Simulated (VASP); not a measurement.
TaAs in VASP: the effect of strain

Crystal: TaAs.

```xyz
4
Lattice="-1.6529 1.6529 5.8679 1.6529 -1.6529 5.8679 1.6529 1.6529 -5.8679" Properties=species:S:1:pos:R:3 pbc="T T T"
Ta    0.0000    0.0000    5.8676
Ta    1.6529    0.0000    2.9336
As    0.0000    0.0000    0.9698
As    0.0000    1.6529    3.9037
```

The cell is a database's computed one.

The cell isn't the ideal one: strain = -0.04.

Alike in all runs:

```yaml
Program: VASP 6.6.1
Task: single point
Functional: PBE
Potentials_or_basis: VASP PAW PBE potentials, release 64 (Ta_pv, As)
Cutoff: 520 eV
k_mesh: 8 × 8 × 8
Occupations: fermi-dirac, width 0.05 eV
Spin: no spin polarisation
Strain_kind: biaxial_xy
Further_INCAR_settings: ALGO = Normal; EDIFF = 1e-06
```

| strain | pressure (GPa) | largest force (eV/Å) |
| --- | --- | --- |
| -0.04 | 22.2 | 0.37 |
| -0.02 | ? | ? |
| -0.01 | 6.8 | 0.04 |
| 0 | 2.6 | 0.03 |
| 0.01 | -1.1 | 0.08 |
| 0.02 | -4.5 | 0.12 |
| 0.04 | -10.2 | 0.17 |

**Question.** What does the run with strain -0.02 give?

**Answer.** Pressure 11.5 GPa; largest force 0.13 eV/Å.

Worked out: A parabola through the other rows of the pressure, of slope -488 GPa per unit of strain there, gives 11.6 GPa, against the run's 11.5. A parabola through the other rows of the largest force, of slope -7.5 eV/Å per unit of strain there, gives 0.15 eV/Å, against the run's 0.13.
